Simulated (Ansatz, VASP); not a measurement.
**Cross-check of BSb2As (CuAu-ordered zincblende type (invented)) between VASP and Ansatz**

Aim: how closely do two programs agree when they are given the same cell, functional and k mesh? The cell is generated by rule, not measured, and may not be a known phase. The cell is taken from a series of runs on this material, whose earlier steps may have relaxed, scaled, displaced or heated it; both programs get it as it stands.

Method: plane waves, with VASP 6.6.1 beside it; relaxation of cell and atoms at PBE, in Ansatz 0.2.0.

### Step 1. The structure

It takes space group P-4m2 (No. 115, tetragonal). The conventional cell has a = 3.865 Å, b = 3.865 Å, c = 6.603 Å, α = 90.00°, β = 90.00°, γ = 90.00°. B has 4 Sb at 2.32 Å nearest. As has 4 Sb at 2.80 Å nearest. Nearest to Sb lie 2 B at 2.32 Å and 2 As at 2.80 Å. Farther neighbours are not listed.

### Step 2. Ansatz: relaxation of cell and atoms, PBE

Ansatz runs on its default PAW (the set named soft_2) files.

The relaxed volume is the usual yardstick between codes: in a stiff, nearly cubic crystal its relative difference is about their pressure difference at one cell divided by the bulk modulus.

File input.yaml:

```yaml
crystal:
  lattice:
    - [3.8652389718, 0.0, 0.0]
    - [0.0, 3.8652389718, 0.0]
    - [0.0, 0.0, 6.6030004996]
  atoms:
    - { symbol: B, position: [0.0, 0.0, 0.0] }
    - { symbol: As, position: [0.5, 0.5, 0.5] }
    - { symbol: Sb, position: [0.0, 0.5, 0.1935068416] }
    - { symbol: Sb, position: [0.5, 0.0, 0.8064931584] }
kpoints:
  mp_grid: { grid: [12, 12, 6] }
hamiltonian:
  xc: pbe
scf:
  occupations: { method: gaussian, width: 0.1 }
output:
  forces: true
  stress: true
  eigenvalues: true
  write_density: true
  write_potential: true
  elf: true
  volumetric_format: npy
relax:
  adjacent_minimum: "off"
  f_tol: 0.005
  max_steps: 80
  cell: { stress_tol: 0.05 }
```

The run is started by

```
$ ansatz run input.yaml --threads 2 --pin off --max-ram 5120MiB --backend cpu --events-out ev --progress --plain --runs-dir out
```

Numbers of over 12 decimals in the logs are rounded to 6 here.

What it wrote:

```text
Engine: ansatz 0.2.0, x86_64-unknown-linux-gnu
Pseudopotentials: kind: paw
Pseudopotential: B, paw, valence charge 3, recommended cutoff 420 eV (normal), B.paw.azcp
Pseudopotential: As, paw, valence charge 15, recommended cutoff 420 eV (normal), As.paw.azcp
Pseudopotential: Sb, paw, valence charge 15, recommended cutoff 420 eV (normal), Sb.paw.azcp
Functional definition: PBE
  parameter kappa = 0.804
  parameter beta = 0.066725
  exchange = pbe_x(kappa = kappa, mu = beta*pi^2/3)
  correlation = pbe_c(beta = beta)
Crystal: 4 atoms, lattice volume = 98.649 Å³
Basis set: ecut = 420 eV, 1927 PW (Γ), exchange–correlation on 54×54×90 points (8 copies of the dense FFT grid, shifted against one another)
Bands: 29, of which v1, the nominal top of the filled ones, is band 24 counted from 1 (23 counted from 0)
Symmetry: 8 space group operations
Space group: P-4m2 (ITA 115), of the structure as read, at distance tolerance 4.6e-5 Å
k-points: 112 of 864 (time reversal used)
Non-local potential: B, projectors of the file, l = 0: 2, l = 1: 2, l = 2: 1
Non-local potential: As, projectors of the file, l = 0: 2, l = 1: 2, l = 2: 3, l = 3: 1
Non-local potential: Sb, projectors of the file, l = 0: 2, l = 1: 2, l = 2: 2, l = 3: 2
PAW form: soft (Blöchl's): semilocal exchange-correlation on the pseudo side does not see the compensation charge
PAW one-centre angular grid: B, 110 points (default); XC on 64 Gauss nodes
PAW one-centre angular grid: As, 590 points (default); XC on 64 Gauss nodes
PAW one-centre angular grid: Sb, 590 points (default); XC on 64 Gauss nodes
Initial density: superposition of atomic densities (neutral atoms: chi_scale 0, normalization atom), corrected by the library's trained network
Initial wavefunctions: pseudopotential atomic-orbital guess
Functional: x = pbe(κ = 0.804, μ = 0.219515), c = pbe(β = 0.066725)
SCF iter   1: F=—  HF=-17979.101853 eV  |F-HF|=—  |Δ(HF+E_count)|=         —  Δρ=2.91e-3  dr2=1.19e-2  ethr=1.77e-3  ⟨swp⟩=6.1  Hψ=14028  notcnv=0
preconditioner: auto → LDOS  [metal: Δε(μ)=0.017 eV  Ē_g=8.157 eV  σ=0.100 eV  W_gap=0.10  n_scr=20 (ndim 8)  ℏωp=15.9 eV  f_vac=0.031  D(μ)=1.97/eV (n_scr^D=14)  β→1.0]
SCF iter   2: F=—  HF=-17979.100347 eV  |F-HF|=—  |Δ(HF+E_count)|=   1.51e-3  Δρ=1.75e-3  dr2=4.39e-3  ethr=2.49e-5  ⟨swp⟩=2.0  Hψ=6354  notcnv=0
SCF iter   3: F=—  HF=-17979.099226 eV  |F-HF|=—  |Δ(HF+E_count)|=   1.12e-3  Δρ=5.57e-4  dr2=4.36e-4  ethr=9.14e-6  ⟨swp⟩=2.0  Hψ=5323  notcnv=0
SCF iter   4: F=—  HF=-17979.099149 eV  |F-HF|=—  |Δ(HF+E_count)|=   7.71e-5  Δρ=1.19e-4  dr2=2.45e-5  ethr=9.09e-7  ⟨swp⟩=2.0  Hψ=5300  notcnv=0
SCF iter   5: F=—  HF=-17979.099135 eV  |F-HF|=—  |Δ(HF+E_count)|=   1.34e-5  Δρ=3.03e-5  dr2=1.26e-6  ethr=5.10e-8  ⟨swp⟩=2.0  Hψ=5896  notcnv=0
SCF iter   6: F=-17979.099135 eV  HF=-17979.099135 eV  |F-HF|=7.87e-9  |Δ(HF+E_count)|=   5.03e-7  Δρ=7.76e-6  dr2=9.66e-8  ethr=2.08e-10  ⟨swp⟩=10.0  Hψ=25238  notcnv=0
SCF 1 converged in 6 iterations: F = -17979.099135 eV  dr2 = 9.66e-8
  greatest PAW one-centre occupation: 0.999 electrons in one spin orbital (limit 2), on the As atom at site 1 (counted from 0), in its partial waves of l = 2
relax step   1: F+E_penalty+E_count = -17979.09913495 eV  Δ(F+E_penalty+E_count) = +0.000e0 eV  max|allowed force component| = 1.147e-2 eV/Å  Δτ_max = 0.0000 Å  P = +0.066 GPa  Ω = 98.649 Å³  (6 SCF iters, dr2 threshold 1.00e-7 eV, accepted)
[...]
relax step   2: F+E_penalty+E_count = -17979.09923691 eV  Δ(F+E_penalty+E_count) = -1.020e-4 eV  max|allowed force component| = 2.154e-2 eV/Å  Δτ_max = 0.0030 Å  P = -0.064 GPa  Ω = 98.697 Å³  energy of the carried Pulay correction = -1.471e-5 eV  (4 SCF iters, dr2 threshold 1.70e-7 eV, accepted)
[...]
relax step   3: F+E_penalty+E_count = -17979.09937364 eV  Δ(F+E_penalty+E_count) = -1.367e-4 eV  max|allowed force component| = 3.977e-3 eV/Å  Δτ_max = 0.0021 Å  P = -0.014 GPa  Ω = 98.680 Å³  energy of the carried Pulay correction = -9.305e-6 eV  (4 SCF iters, dr2 threshold 8.46e-8 eV, accepted)
[...]
relax step   4: F+E_penalty+E_count = -17979.09938302 eV  Δ(F+E_penalty+E_count) = -9.381e-6 eV  max|allowed force component| = 4.012e-3 eV/Å  Δτ_max = 0.0000 Å  P = -0.014 GPa  Ω = 98.680 Å³  stress off target by 1.79e-2 GPa  SCF on the basis re-selected at this cell (its energy is not comparable with the rows above)  (5 SCF iters)
basis re-selected at this cell: Δ(F+E_penalty+E_count) = -9.381e-6 eV, ΔP = -0.000 GPa vs the last step (what re-selecting the basis moved, of the pressure what is left beyond the Pulay correction that the steps carried, after the strain that the cell walked since its last selection, with what the two solves' SCF thresholds leave and, on support functions, any second-order correction that the steps lacked; it is no m [...]
SCF converged after 5 iterations
Free energy (F): -17979.099383 eV
Harris-Foulkes:  -17979.099383 eV  (|F-HF|=3.64e-12)
Internal energy: -17979.089200 eV  (E = F + TS)
E sigma→0 (E₀):  -17979.094292 eV
Entropy (-TS):   -0.010183 eV (-2.546 meV/atom)
Fermi energy:    8.906275 eV
--- Per-component energies (eV) ---
  E_band       = -623.443205
  E_kinetic    = 560.068217
  E_local      = -5330.209790  (includes V_loc(G=0)·N_el)
  E_nonlocal   = 67.322389
  E_hartree    = 2573.864865
  E_xc         = -385.977434
  E_vxc        = -306.881173  (∫ρ·V_xc dr)
  E_paw        = -11065.464678  (= ΣΔE_a)
  E_vpaw       = -761.472551  (= ΣTr[D̂ρ^β])
  E_aug_tail   = 0.000002  (compensation charges beyond the density's cutoff)
  E_ewald      = -4398.692772
  E_smearing   = -0.010183  (= −TS)
  E_closure    = 0.000000  (closes the sum)
  Σ components = -17979.099383   (vs F -17979.099383, Δ=0.00e0)
--- Forces (eV/Å), atoms counted from 1 ---
  atom   1  B      0.00000000    -0.00000000     0.00000000
  atom   2  As    -0.00000000    -0.00000000    -0.00000000
  atom   3  Sb     0.00000000     0.00000000     0.00401168
  atom   4  Sb     0.00000000     0.00000000    -0.00401168
  max |Σ_I F_I| component: 1.01e-15 eV/Å
--- Stress (GPa, compression-positive) ---
       -0.011895       0.000000       0.000000
        0.000000      -0.011895       0.000000
        0.000000       0.000000      -0.017879
  P = ⅓ Tr σ = -0.0139 GPa (-0.139 kbar)
--- Band table (eV; the first three rows and the last of 112) ---
  k-point 0: bands = [... 20 lower, 6.6179, 6.7429, 8.2268, 8.2268, 9.6538, 10.0437, 10.3240, 10.3240, ... 1 higher]
  k-point 1: bands = [... 20 lower, 5.7440, 7.9389, 7.9389, 8.0520, 9.6876, 10.0945, 10.7350, 10.7350, ... 1 higher]
  k-point 2: bands = [... 20 lower, 5.9003, 7.4635, 7.4635, 9.2779, 9.7980, 10.1676, 10.9161, 11.5554, ... 1 higher]
  k-point 111: bands = [... 20 lower, 4.5310, 4.5310, 4.7728, 9.0983, 9.7858, 9.7858, 9.9358, 12.0220, ... 1 higher]
--- Relaxed structure (3 steps of the walk, 3 accepted, 1 SCFs on fresh bases) ---
  F+E_penalty+E_count = -17979.09938302 eV   max|allowed force component| = 4.012e-3 eV/Å   (the final SCF, on the basis selected at the relaxed cell)
  cell:  # Å, volume = 98.6796 Å³
    - [3.860627, 0.0, 0]
    - [0.0, 3.860627, 0.0]
    - [0, 0.0, 6.620823]
  atoms:
    - { symbol: B, position: [0, 0.0, 0] }
    - { symbol: As, position: [0.500000, 0.500000, 0.500000] }
    - { symbol: Sb, position: [0, 0.500000, 0.193649] }
    - { symbol: Sb, position: [0.500000, 0.0, 0.806351] }
```

### Step 3. VASP: relaxation of cell and atoms, PBE

The same cell, functional, mesh and smearing now go to VASP, with its own data sets.

Lines of VASP's logs that name or quote its potential files are left out, and so is its time.

File INCAR:

```
SYSTEM = BSb2As
PREC = Accurate
ENCUT = 500
EDIFF = 1E-07
NELM = 120
ISMEAR = 0
SIGMA = 0.1
LREAL = .FALSE.
ALGO = Normal
GGA = PE
NBANDS = 15
LORBIT = 11
LWAVE = .FALSE.
LCHARG = .FALSE.
ISIF = 3
IBRION = 2
NSW = 80
EDIFFG = -0.005
LASPH = .TRUE.
GGA_COMPAT = .FALSE.
NELMIN = 4
KPAR = 2
```

File POSCAR:

```
BSb2As
1.0
    3.8652390000      0.0000000000      0.0000000000
    0.0000000000      3.8652390000      0.0000000000
    0.0000000000      0.0000000000      6.6030000000
B As Sb
1 1 2
Direct
    0.0000000000      0.0000000000      0.0000000000
    0.4999998706      0.4999998706      0.5000000000
    0.0000000000      0.4999998706      0.1935068908
    0.4999998706      0.0000000000      0.8064932606
```

File KPOINTS:

```
Automatic mesh
0
Gamma
12 12 6
0 0 0
```

PAW data sets: B, As and Sb (PBE family, release 64).

The run is started by

```
$ mpirun -np 2 vasp_std
```

What it wrote:

```text
[banner, memory and clock lines left out]
running    2 mpi-ranks, on    1 nodes
 distrk:  each k-point on    1 cores,    2 groups
 distr:  one band on    1 cores,    1 groups

 POSCAR found type information on POSCAR B AsSb
 POSCAR found :  3 types and       4 ions
 LDA part: xc-table for (Slater+PW92), standard interpolation
 POSCAR, INCAR and KPOINTS ok, starting setup
 FFT: planning ... GRIDC
 FFT: planning ... GRID_SOFT
 FFT: planning ... GRID
 WAVECAR not read
 entering main loop
       N       E                     dE             d eps       ncg     rms          rms(c)
DAV:   1     0.682577616848E+02    0.68258E+02   -0.64431E+03  3360   0.950E+02
DAV:   2    -0.132036167887E+02   -0.81461E+02   -0.76955E+02  4408   0.149E+02
DAV:   3    -0.184938001543E+02   -0.52902E+01   -0.52060E+01  4410   0.432E+01
DAV:   4    -0.185580775685E+02   -0.64277E-01   -0.64219E-01  4039   0.537E+00
DAV:   5    -0.185590714861E+02   -0.99392E-03   -0.99373E-03  4460   0.710E-01    0.614E+00
DAV:   6    -0.177155148412E+02    0.84356E+00   -0.25733E+00  4103   0.890E+00    0.306E+00
DAV:   7    -0.177248013048E+02   -0.92865E-02   -0.43138E-01  3836   0.368E+00    0.158E+00
DAV:   8    -0.177182385557E+02    0.65627E-02   -0.31413E-02  4298   0.113E+00    0.443E-01
DAV:   9    -0.177182886023E+02   -0.50047E-04   -0.28694E-03  4186   0.347E-01    0.830E-02
DAV:  10    -0.177185791391E+02   -0.29054E-03   -0.68493E-04  4291   0.153E-01    0.414E-02
DAV:  11    -0.177186441870E+02   -0.65048E-04   -0.10588E-04  4151   0.580E-02    0.776E-03
DAV:  12    -0.177186512082E+02   -0.70211E-05   -0.98642E-06  4550   0.198E-02    0.459E-03
DAV:  13    -0.177186521149E+02   -0.90674E-06   -0.41653E-06  3801   0.113E-02    0.293E-03
DAV:  14    -0.177186522671E+02   -0.15223E-06   -0.10668E-07  3668   0.233E-03    0.128E-03
DAV:  15    -0.177186524054E+02   -0.13822E-06   -0.80643E-08  2877   0.170E-03    0.521E-04
DAV:  16    -0.177186524385E+02   -0.33183E-07   -0.94872E-09  2296   0.613E-04
   1 F= -.17718652E+02 E0= -.17713575E+02  d E =-.177187E+02
[...]
2 F= -.17719055E+02 E0= -.17714003E+02  d E =-.402665E-03
[...]
3 F= -.17719086E+02 E0= -.17714028E+02  d E =-.433203E-03
[...]
4 F= -.17719159E+02 E0= -.17714088E+02  d E =-.731697E-04
 trial-energy change:   -0.000073  1 .order   -0.000072   -0.000099   -0.000044
 step:   1.5810(harm=  1.7309)  dis= 0.00155  next Energy=   -17.719174 (dE=-0.880E-04)
 bond charge predicted
       N       E                     dE             d eps       ncg     rms          rms(c)
DAV:   1    -0.177191858697E+02   -0.27131E-04   -0.65632E-04  3857   0.142E-01    0.137E-02
DAV:   2    -0.177191791313E+02    0.67384E-05   -0.25310E-05  4453   0.319E-02    0.809E-03
DAV:   3    -0.177191772825E+02    0.18488E-05   -0.65382E-06  3983   0.133E-02    0.316E-03
DAV:   4    -0.177191770960E+02    0.18648E-06   -0.99020E-07  4333   0.502E-03    0.130E-03
DAV:   5    -0.177191771468E+02   -0.50745E-07   -0.44496E-08  2079   0.143E-03
   5 F= -.17719177E+02 E0= -.17714097E+02  d E =-.915047E-04
 curvature:  -0.90 expect dE=-0.198E-05 dE for cont linesearch -0.671E-06
 trial: gam=-0.05915 g(F)=  0.184E-06 g(S)=  0.201E-05 ort = 0.914E-05 (trialstep = 0.108E+01)
 search vector abs. value=  0.151E-05
 reached required accuracy - stopping structural energy minimisation
```

From OUTCAR (step 3):

```text
ion  position               nearest neighbor table
   1  0.000  0.000  0.000-   4 2.32   3 2.32   4 2.32   3 2.32
   2  0.500  0.500  0.500-   3 2.80   3 2.80   4 2.80   4 2.80
   3  0.000  0.500  0.194-   1 2.32   1 2.32   2 2.80   2 2.80   4 3.74   4 3.74   4 3.74   4 3.74

  LATTYP: Found a simple tetragonal cell.
 ALAT       =     3.8652390000
 C/A-ratio  =     1.7083031606

 Subroutine GETGRP returns: Found  8 space group operations
 (whereof  8 operations were pure point group operations)

The static configuration has the point symmetry D_2d.

 Found    112 irreducible k-points:

   k-points           NKPTS =    112   k-points in BZ     NKDIM =    112   number of bands    NBANDS=     15

   dimension x,y,z NGX =    28 NGY =   28 NGZ =   48
   dimension x,y,z NGXF=    56 NGYF=   56 NGZF=   96

   ENCUT  =  500.0 eV  36.75 Ry    6.06 a.u.   7.05  7.05 12.04*2*pi/ulx,y,z

   NELECT =      18.0000    total number of electrons

 k-points in reciprocal lattice and weights: Automatic mesh
   0.00000000  0.00000000  0.00000000       0.001
   0.08333333  0.00000000  0.00000000       0.005
   0.16666667  0.00000000  0.00000000       0.005
   0.25000000  0.00000000  0.00000000       0.005
   0.33333333  0.00000000  0.00000000       0.005
   0.41666667  0.00000000  0.00000000       0.005
   0.50000000  0.00000000  0.00000000       0.002
   0.08333333  0.08333333  0.00000000       0.005
   0.16666667  0.08333333  0.00000000       0.009
[...]
0.50000000  0.41666667  0.50000000       0.005
   0.50000000  0.50000000  0.50000000       0.001

 average (electrostatic) potential at core
       1 -27.9601       2 -49.2753       3 -87.4501       4 -87.4501

 E-fermi :   5.7853

 k-point     1 :       0.0000    0.0000    0.0000
  band No.  band energies     occupation
    ...
      5       2.5647      2.00000
      6       3.4968      2.00000
      7       3.6185      2.00000
      8       5.1020      2.00000
      9       5.1020      2.00000
     10       6.5274      0.00000
     11       6.9203      0.00000
     12       7.1960      0.00000
     13       7.1960      0.00000
     14       8.3069      0.00000
    ...

 k-point     2 :       0.0833    0.0000    0.0000
  band No.  band energies     occupation
    ...
      5       2.6119      2.00000
      6       3.2454      2.00000
      7       3.4835      2.00000
      8       5.0926      2.00000
      9       5.1835      2.00000
     10       6.6531      0.00000
     11       6.9748      0.00000
     12       7.2452      0.00000
     13       7.3830      0.00000
     14       8.5772      0.00000
    ...

 k-point     3 :       0.1667    0.0000    0.0000
  band No.  band energies     occupation
    ...
      5       2.4297      2.00000
      6       2.7496      2.00000
      7       3.2311      2.00000
      8       5.0567      2.00000
      9       5.3703      2.00000
     10       6.4993      0.00000
     11       7.1662      0.00000
     12       7.3890      0.00000
     13       8.2997      0.00000
     14       9.0731      0.00000
    ...

  Total       -0.0071955     -0.0071955      0.0079553      0.0000000      0.0000000      0.0000000
  in kB       -0.1165602     -0.1165602      0.1288688      0.0000000      0.0000000      0.0000000
  external PRESSURE =      -0.0347505 kB  Pullay stress =       0.0000000 kB

  energy-cutoff  :      500.00
  volume of cell :       98.91
      direct lattice vectors                 reciprocal lattice vectors
     3.863998014  0.000000000  0.000000000     0.258799305  0.000000000  0.000000000
     0.000000000  3.863998014  0.000000000     0.000000000  0.258799305  0.000000000
    -0.000000000  0.000000000  6.624399395    -0.000000000  0.000000000  0.150957082

 POSITION                                       TOTAL-FORCE (eV/Angst)
 -----------------------------------------------------------------------------------
      0.00000      0.00000      0.00000        -0.000000      0.000000      0.000000
      1.93200      1.93200      3.31220         0.000000      0.000000      0.000000
     -0.00000      1.93200      1.28475         0.000000      0.000000     -0.001382
      1.93200      0.00000      5.33965        -0.000000      0.000000      0.001382
 -----------------------------------------------------------------------------------
    total drift:                                0.000180      0.000180     -0.000147

  FREE ENERGIE OF THE ION-ELECTRON SYSTEM (eV)
  ---------------------------------------------------
  free  energy   TOTEN  =       -17.7191771468 eV

  energy  without entropy=      -17.7090171249  energy(sigma->0) =      -17.71409714

 reached required accuracy - stopping structural energy minimisation

 total charge
# of ion       s       p       d       tot
------------------------------------------
    1        0.680   0.995   0.000   1.675
    2        1.328   1.339   0.030   2.698
    3        1.159   1.200   0.053   2.412
    4        1.159   1.200   0.053   2.412
--------------------------------------------------
tot          4.327   4.734   0.136   9.197

[... 3 further parts left out ...]
```

### Step 4. Side by side

Known differences besides the potentials themselves: the data sets hold 48 valence electrons in Ansatz (on its default PAW (the set named soft_2) files) and 18 in VASP; the cutoff is 420 eV in Ansatz and 500 eV in VASP; Ansatz adds a Pulay correction to the stress that steers its cell, VASP none. Total energies have different zeros and are not compared.

The two programs side by side:

```csv
quantity,Ansatz,VASP,difference
volume (Å³),98.68,98.91,-0.23 %
"edge a after relaxation, in the typed setting (Å)",3.861,3.864,-0.09 %
"edge c after relaxation, in the typed setting (Å)",6.621,6.624,-0.05 %
```

### Step 5. Results

```json
{
  "difference in volume (relaxation of cell and atoms, PBE)": "-0.23 %"
}
```

In words: The difference in volume is -0.23 % (relaxation of cell and atoms, PBE), within the 1.2 % picked in this series as the mark of a large difference, as far as the stopping tolerances let one tell. The data sets hold unlike numbers of valence electrons (48 in Ansatz and 18 in VASP), so part of the differences comes from the potentials. 1 further run of this series is not shown here. Such differences can come from data sets, numerical settings and the points named under the comparisons, not from the functional's error against experiment.

[Lines on the potential files, build, host, timing and source positions are cut from VASP's logs without a mark.]

[Logs are printed without paths, hosts, clocks, repeated set-up lines and the standing remarks that a program may print on its own settings, such as how far it seeks lower states.]

[Hosts, paths, dates, database ids (printed as entryN), source tags and the programs' standing remarks are cut or masked in the printed files.]
